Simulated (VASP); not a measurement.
# CdS (Greenockite) with SCAN: from relaxation to properties, part 4 of 5

What structure does CdS (Greenockite) take at this level, and what are its properties? The start is a cell from a database of measured crystal structures.

VASP 6.6.1, plane waves and PAW; the level of theory is named at each step.

So far, gap on the k-mesh (eV): step 2 (full relaxation (SCAN)) 1.56; step 3 (density, ELF and potential (SCAN)) 1.57; step 5 (total and projected DOS (SCAN)) 1.57; step 6 (optical spectrum (SCAN)) 1.57. The relaxed cell has a = 4.145, c = 6.759 Å (conventional setting).

The database entry behind the starting cell differs from later determinations by our own check (about 0.35 % long), so it need not match the best structure at ambient conditions.

### 7. Band structure (SCAN + SOC)

This step: SCAN, spin-orbit coupling; plane waves and PAW (Cd, S) (VASP 6.6.1).

The mesh alone shows little of the dispersion and can miss band extrema, so KPOINTS_OPT adds a path through the symmetry points after the self-consistent cycle. Spin-orbit coupling needs spinors and the noncollinear program, where each band holds one electron.

The input, INCAR:

```
SYSTEM = CdS
PREC = Accurate
ENCUT = 400
EDIFF = 1E-06
NELM = 100
ISMEAR = 0
SIGMA = 0.05
LREAL = .FALSE.
ALGO = Normal
METAGGA = SCAN
LASPH = .TRUE.
LNONCOLLINEAR = .TRUE.
MAGMOM = 0 0 0 0 0 0 0 0 0 0 0 0
NBANDS = 48
GGA_COMPAT = .FALSE.
LSORBIT = .TRUE.
LORBIT = 11
LWAVE = .FALSE.
LCHARG = .FALSE.
KPAR = 4
```

The input, POSCAR:

```
CdS
1.0
    4.1449408492      0.0000000000      0.0000000000
   -2.0724704246      3.5896240726      0.0000000000
    0.0000000000      0.0000000000      6.7587248543
Cd S
2 2
Direct
    0.3333333333      0.6666666667      0.9996109322
    0.6666666667      0.3333333333      0.4996109322
    0.3333333333      0.6666666667      0.3753890678
    0.6666666667      0.3333333333      0.8753890678
```

The input, KPOINTS:

```
Automatic mesh
0
Gamma
5 5 3
0 0 0
```

The input, KPOINTS_OPT:

```
Line mode
16
Line-mode
Reciprocal
  0.00000000   0.00000000   0.00000000 GAMMA
  0.50000000   0.00000000   0.00000000 M

  0.50000000   0.00000000   0.00000000 M
  0.33333333   0.33333333   0.00000000 K

  0.33333333   0.33333333   0.00000000 K
  0.00000000   0.00000000   0.00000000 GAMMA

  0.00000000   0.00000000   0.00000000 GAMMA
  0.00000000   0.00000000   0.50000000 A

  0.00000000   0.00000000   0.50000000 A
  0.50000000   0.00000000   0.50000000 L

  0.50000000   0.00000000   0.50000000 L
  0.33333333   0.33333333   0.50000000 H

  0.33333333   0.33333333   0.50000000 H
  0.00000000   0.00000000   0.50000000 A

  0.50000000   0.00000000   0.50000000 L
  0.50000000   0.00000000   0.00000000 M

  0.33333333   0.33333333   0.00000000 K
  0.33333333   0.33333333   0.50000000 H
```

The projector-augmented-wave data sets are Cd and S (PBE family, release 64).

Command:

```console
$ mpirun -np 4 vasp_ncl
```

What it wrote:

```text
[... set-up lines as in an earlier step ...]
 entering main loop
       N       E                     dE             d eps       ncg     rms          rms(c)
DAV:   1     0.149248255220E+03    0.14925E+03   -0.15341E+04  1448   0.115E+03
DAV:   2    -0.794434743561E+02   -0.22869E+03   -0.22187E+03  1624   0.323E+02
DAV:   3    -0.936795507674E+02   -0.14236E+02   -0.14146E+02  1704   0.806E+01
DAV:   4    -0.938553518254E+02   -0.17580E+00   -0.17560E+00  1656   0.859E+00
DAV:   5    -0.938583674505E+02   -0.30156E-02   -0.30152E-02  1712   0.108E+00    0.108E+01
DAV:   6    -0.831227271472E+02    0.10736E+02   -0.94449E+00  1536   0.414E+01    0.124E+01
DAV:   7    -0.831032393172E+02    0.19488E-01   -0.94645E-01  1632   0.785E+00    0.916E+00
DAV:   8    -0.831454548593E+02   -0.42216E-01   -0.22519E-01  1504   0.545E+00    0.217E+00
DAV:   9    -0.831470553094E+02   -0.16005E-02   -0.43558E-02  1712   0.147E+00    0.526E-01
DAV:  10    -0.831462443875E+02    0.81092E-03   -0.43642E-03  1560   0.524E-01    0.257E-01
DAV:  11    -0.831455814767E+02    0.66291E-03   -0.19524E-03  1600   0.501E-01    0.117E-01
DAV:  12    -0.831454959550E+02    0.85522E-04   -0.41652E-04  1528   0.161E-01    0.694E-02
DAV:  13    -0.831454909365E+02    0.50186E-05   -0.89153E-06  1688   0.204E-02    0.702E-02
DAV:  14    -0.831454665455E+02    0.24391E-04   -0.94773E-07  1184   0.707E-03    0.101E-01
DAV:  15    -0.831455168525E+02   -0.50307E-04   -0.49495E-05  1568   0.434E-02    0.777E-02
DAV:  16    -0.831455548381E+02   -0.37986E-04   -0.23610E-05  1608   0.638E-02    0.623E-02
DAV:  17    -0.831455576609E+02   -0.28229E-05   -0.13167E-06  1216   0.732E-03    0.437E-02
DAV:  18    -0.831455597644E+02   -0.21035E-05   -0.53803E-07   880   0.478E-03    0.118E-02
DAV:  19    -0.831455653375E+02   -0.55731E-05   -0.53612E-07   808   0.790E-03    0.480E-03
DAV:  20    -0.831455642251E+02    0.11124E-05   -0.15124E-07   840   0.279E-03    0.666E-03
DAV:  21    -0.831455639750E+02    0.25018E-06   -0.34182E-08   808   0.188E-03
   1 F= -.83145564E+02 E0= -.83145564E+02  d E =-.974778E-11  mag=    -0.0000     0.0000    -0.0000
 Start KPOINTS_OPT (optional k-point list driver)
k-point batch [1-15\144]
       N       E                     dE             ncg
DAV:   1     0.834911589810E+03   -0.45320E+04     1440
DAV:   2    -0.262532389676E+04   -0.34602E+04     1680
DAV:   3    -0.281794029566E+04   -0.19262E+03     1688
DAV:   4    -0.282018971922E+04   -0.22494E+01     1648
DAV:   5    -0.282023496488E+04   -0.45246E-01     1680
DAV:   6    -0.282023632609E+04   -0.13612E-02     1704
DAV:   7    -0.282023636086E+04   -0.34773E-04     1712
DAV:   8    -0.282023636203E+04   -0.11650E-05     1256
DAV:   9    -0.282023636209E+04   -0.60540E-07     1064
[...]
k-point batch [136-144\144]
       N       E                     dE             ncg
DAV:   1     0.637097914647E+04   -0.89411E+04      872
DAV:   2     0.438034940952E+04   -0.19906E+04      968
DAV:   3     0.427386864421E+04   -0.10648E+03     1040
DAV:   4     0.427279115903E+04   -0.10775E+01      952
DAV:   5     0.427277554000E+04   -0.15619E-01      936
DAV:   6     0.427277519480E+04   -0.34520E-03      952
DAV:   7     0.427277518576E+04   -0.90367E-05      968
DAV:   8     0.427277518554E+04   -0.22171E-06      616
```

Elapsed: 13 min, on 4 MPI ranks of Intel Xeon Platinum 8559C (Emerald Rapids), shared host; peak memory 1.8 GiB; 50 min of CPU time.

Parts of OUTCAR (step 7):

```text
   k-points           NKPTS =     15   k-points in BZ     NKDIM =     15   number of bands    NBANDS=     48

   NELECT =      36.0000    total number of electrons

 E-fermi :   1.1310

 k-point     1 :       0.0000    0.0000    0.0000
  band No.  band energies     occupation
    ...
     32       0.8456      1.00000
     33       0.9045      1.00000
     34       0.9045      1.00000
     35       0.9217      1.00000
     36       0.9217      1.00000
     37       2.4727      0.00000
     38       2.4727      0.00000
     39       4.0995      0.00000
     40       4.0995      0.00000
     41       7.6407      0.00000
    ...

  Total       -0.0297186     -0.0297186     -0.0312850      0.0000000      0.0000000      0.0000000
  in kB       -0.4734857     -0.4734857     -0.4984428      0.0000000      0.0000000      0.0000000
  external PRESSURE =      -0.4818047 kB  Pullay stress =       0.0000000 kB

 POSITION                                       TOTAL-FORCE (eV/Angst)
 -----------------------------------------------------------------------------------
     -0.00000      2.39308      6.75610         0.000000     -0.000000     -0.001158
      2.07247      1.19654      3.37673        -0.000000      0.000000     -0.001158
     -0.00000      2.39308      2.53715         0.000000     -0.000000      0.001158
      2.07247      1.19654      5.91651         0.000000      0.000000      0.001158
 -----------------------------------------------------------------------------------
    total drift:                               -0.000000      0.000000     -0.027158

  FREE ENERGIE OF THE ION-ELECTRON SYSTEM (eV)
  ---------------------------------------------------
  free  energy   TOTEN  =       -83.1455639750 eV

  energy  without entropy=      -83.1455639750  energy(sigma->0) =      -83.14556397

 Spin-Orbit-Coupling matrix elements
 Ion:    1  E_soc:     -0.0545894
 Ion:    2  E_soc:     -0.0545894
 Ion:    3  E_soc:     -0.0019593
 Ion:    4  E_soc:     -0.0019593

 magnetization (x)
# of ion       s       p       d       tot
------------------------------------------
    1        0.000   0.000   0.000   0.000
    2        0.000   0.000   0.000   0.000
    3        0.000   0.000   0.000   0.000
    4        0.000   0.000   0.000   0.000
--------------------------------------------------
tot          0.000   0.000   0.000   0.000

 magnetization (y)
# of ion       s       p       d       tot
------------------------------------------
    1        0.000   0.000   0.000   0.000
    2        0.000   0.000   0.000   0.000
    3        0.000  -0.000   0.000   0.000
    4       -0.000   0.000   0.000  -0.000
--------------------------------------------------
tot          0.000   0.000   0.000   0.000

 magnetization (z)
# of ion       s       p       d       tot
------------------------------------------
    1       -0.000   0.000   0.000   0.000
    2       -0.000  -0.000   0.000  -0.000
    3        0.000   0.000   0.000   0.000
    4        0.000   0.000   0.000   0.000
--------------------------------------------------
tot          0.000   0.000   0.000   0.000

[... 7 parts as in an earlier step ...]

[... 9 further parts left out ...]
```

This step gave:

```yaml
electronic_steps: 21
bands: 48
irreducible_k_points: 15
free_energy_toten: -83.1456 eV
fermi_energy: 1.131 eV
pressure: -0.04818 GPa
least_gap_on_mesh_and_path: 1.551 eV
least_direct_gap_on_mesh_and_path: 1.551 eV
```

On-site spin-orbit energy by atom:

```csv
atom,on-site spin-orbit energy (eV)
Cd1,-0.0546
Cd2,-0.0546
S3,-0.0020
S4,-0.0020
```

The electronic bands at the labelled points (eV, zero at the valence-band top; v1 is the highest filled band, c1 the lowest empty one):

```csv
point,v4,v3,v2,v1,c1,c2,c3,c4
Γ,-0.02,-0.02,0.00,0.00,1.55,1.55,3.18,3.18
0.53 of the way,-0.61,-0.56,-0.44,-0.42,3.43,3.45,4.40,4.40
M,-1.32,-1.32,-0.77,-0.77,4.09,4.09,4.20,4.20
0.53 of the way,-1.49,-1.49,-1.29,-1.29,4.76,4.76,5.14,5.15
K,-1.88,-1.85,-1.67,-1.67,4.86,4.86,5.49,5.52
0.53 of the way,-0.62,-0.61,-0.59,-0.54,3.59,3.60,4.82,4.83
Γ,-0.02,-0.02,0.00,0.00,1.55,1.55,3.18,3.18
0.53 of the way,-0.16,-0.16,-0.13,-0.13,2.48,2.48,3.26,3.26
A,-0.39,-0.39,-0.39,-0.39,3.21,3.21,3.21,3.21
0.53 of the way,-0.97,-0.97,-0.96,-0.96,4.16,4.16,4.17,4.17
L,-1.35,-1.35,-1.35,-1.35,3.79,3.79,3.79,3.79
0.47 of the way,-1.23,-1.23,-1.21,-1.21,4.28,4.28,4.31,4.31
H,-1.16,-1.16,-1.16,-1.16,4.75,4.75,4.79,4.79
0.47 of the way,-1.28,-1.28,-1.24,-1.24,4.51,4.51,4.55,4.55
A,-0.39,-0.39,-0.39,-0.39,3.21,3.21,3.21,3.21
jump to L,-1.35,-1.35,-1.35,-1.35,3.79,3.79,3.79,3.79
0.47 of the way,-1.14,-1.14,-0.98,-0.98,3.63,3.63,4.22,4.22
M,-1.32,-1.32,-0.77,-0.77,4.09,4.09,4.20,4.20
jump to K,-1.88,-1.85,-1.67,-1.67,4.86,4.86,5.49,5.52
0.47 of the way,-1.59,-1.54,-1.54,-1.52,5.19,5.21,5.23,5.23
H,-1.16,-1.16,-1.16,-1.16,4.75,4.75,4.79,4.79
```

Of the projections kept (Cd, S), the largest for each band there; the rest of the weight can lie on other orbitals:

```
point      v4      v3      v2      v1       c1       c2       c3       c4
    Γ  S 0.79  S 0.79  S 0.79  S 0.79  Cd 0.56  Cd 0.56  Cd 0.72  Cd 0.72
    M  S 0.74  S 0.74  S 0.78  S 0.78  Cd 0.58  Cd 0.58  Cd 0.81  Cd 0.81
    K  S 0.74  S 0.73  S 0.73  S 0.73  Cd 0.86  Cd 0.86  Cd 0.51  Cd 0.50
    Γ  S 0.79  S 0.79  S 0.79  S 0.79  Cd 0.56  Cd 0.56  Cd 0.72  Cd 0.72
    A  S 0.79  S 0.79  S 0.79  S 0.79  Cd 0.54  Cd 0.54  Cd 0.54  Cd 0.54
    L  S 0.77  S 0.77  S 0.77  S 0.77  Cd 0.72  Cd 0.72  Cd 0.72  Cd 0.72
```

The gap moves by -0.02 eV against SCAN, which ran on another mesh.

On this path the gap is direct, 1.55 eV, with the valence top at Γ and the conduction bottom at Γ.

### 8. Starting orbitals for the hybrid

This step: SCAN; plane waves and PAW (Cd, S) (VASP 6.6.1).

A hybrid converges badly from random orbitals, so a cheap semilocal run writes a WAVECAR on the same mesh first.

The input, INCAR:

```
SYSTEM = CdS
PREC = Accurate
ENCUT = 400
EDIFF = 1E-05
NELM = 100
ISMEAR = 0
SIGMA = 0.05
LREAL = .FALSE.
ALGO = Normal
METAGGA = SCAN
LASPH = .TRUE.
NBANDS = 24
LORBIT = 11
LWAVE = .TRUE.
LCHARG = .FALSE.
KPAR = 4
```

POSCAR is that of step 7.

The input, KPOINTS:

```
Automatic mesh
0
Gamma
4 4 2
0 0 0
```

Command:

```console
$ mpirun -np 4 vasp_std
```

What it wrote:

```text
[... set-up lines as in an earlier step ...]
 entering main loop
       N       E                     dE             d eps       ncg     rms          rms(c)
DAV:   1     0.134887820630E+03    0.13489E+03   -0.15660E+04   384   0.115E+03
DAV:   2    -0.834227428447E+02   -0.21831E+03   -0.21291E+03   456   0.315E+02
DAV:   3    -0.936924292126E+02   -0.10270E+02   -0.10240E+02   464   0.705E+01
DAV:   4    -0.937790399574E+02   -0.86611E-01   -0.86586E-01   448   0.633E+00
DAV:   5    -0.937805121805E+02   -0.14722E-02   -0.14722E-02   480   0.785E-01    0.106E+01
DAV:   6    -0.830498684048E+02    0.10731E+02   -0.95241E+00   384   0.411E+01    0.123E+01
DAV:   7    -0.830234379520E+02    0.26430E-01   -0.84152E-01   408   0.743E+00    0.915E+00
DAV:   8    -0.830634602727E+02   -0.40022E-01   -0.23355E-01   416   0.545E+00    0.199E+00
DAV:   9    -0.830655132400E+02   -0.20530E-02   -0.41781E-02   480   0.142E+00    0.403E-01
DAV:  10    -0.830646546646E+02    0.85858E-03   -0.47305E-03   440   0.592E-01    0.194E-01
DAV:  11    -0.830641615148E+02    0.49315E-03   -0.19036E-03   416   0.415E-01    0.104E-01
DAV:  12    -0.830642168740E+02   -0.55359E-04   -0.11129E-04   504   0.124E-01    0.602E-02
DAV:  13    -0.830642490633E+02   -0.32189E-04   -0.71150E-05   440   0.562E-02    0.420E-02
DAV:  14    -0.830642592883E+02   -0.10225E-04   -0.23740E-05   272   0.667E-02    0.309E-03
DAV:  15    -0.830642547895E+02    0.44988E-05   -0.15790E-06   256   0.690E-03
   1 F= -.83064255E+02 E0= -.83064255E+02  d E =-.129765E-10
 writing wavefunctions
```

Run time: 23 s. Hardware: 4 MPI ranks; peak memory 0.74 GiB.

Parts of OUTCAR (step 8):

```text
   k-points           NKPTS =      8   k-points in BZ     NKDIM =      8   number of bands    NBANDS=     24

   NELECT =      36.0000    total number of electrons

 E-fermi :   1.1315

 k-point     1 :       0.0000    0.0000    0.0000
  band No.  band energies     occupation
    ...
     14       0.1527      2.00000
     15       0.1527      2.00000
     16       0.8611      2.00000
     17       0.9151      2.00000
     18       0.9151      2.00000
     19       2.4767      0.00000
     20       4.1040      0.00000
     21       7.8545      0.00000
     22       7.8545      0.00000
     23       8.1480      0.00000
    ...

  Total        0.0443668      0.0443668     -0.0677740      0.0000000     -0.0000000      0.0000000
  in kB        0.7068652      0.7068652     -1.0797952      0.0000000     -0.0000000      0.0000000
  external PRESSURE =       0.1113117 kB  Pullay stress =       0.0000000 kB

 POSITION                                       TOTAL-FORCE (eV/Angst)
 -----------------------------------------------------------------------------------
     -0.00000      2.39308      6.75610         0.000000     -0.000000      0.008069
      2.07247      1.19654      3.37673        -0.000000      0.000000      0.008069
     -0.00000      2.39308      2.53715         0.000000      0.000000     -0.008069
      2.07247      1.19654      5.91651        -0.000000      0.000000     -0.008069
 -----------------------------------------------------------------------------------
    total drift:                                0.000002      0.000003     -0.028330

  FREE ENERGIE OF THE ION-ELECTRON SYSTEM (eV)
  ---------------------------------------------------
  free  energy   TOTEN  =       -83.0642547895 eV

  energy  without entropy=      -83.0642547895  energy(sigma->0) =      -83.06425479

[... 7 parts as in an earlier step ...]

[... 9 further parts left out ...]
```

Numbers from this step:

| Quantity | Value |
| --- | --- |
| electronic steps | 15 |
| bands | 24 |
| irreducible k points | 8 |
| free energy (TOTEN) | -83.0643 eV |
| pressure | 0.01113 GPa |
| gap on the k-mesh | 1.562 eV |
| least direct gap on the k-mesh | 1.562 eV |

The run ends at a pressure of 0.01 GPa, with forces up to 0.0081 eV/Å.

(Continued in part 5 of 5.)

[Lines on the potential files, build, host, timing and source positions are cut from VASP's logs without a mark.]

[Logs are printed without paths, hosts, clocks, repeated set-up lines and the standing remarks that a program may print on its own settings, such as how far it seeks lower states.]

[Hosts, paths, dates, database ids (printed as entryN), source tags and the programs' standing remarks are cut or masked in the printed files.]

[A measured line is paired with the nearest computed mode of its activity, which favours agreement.]
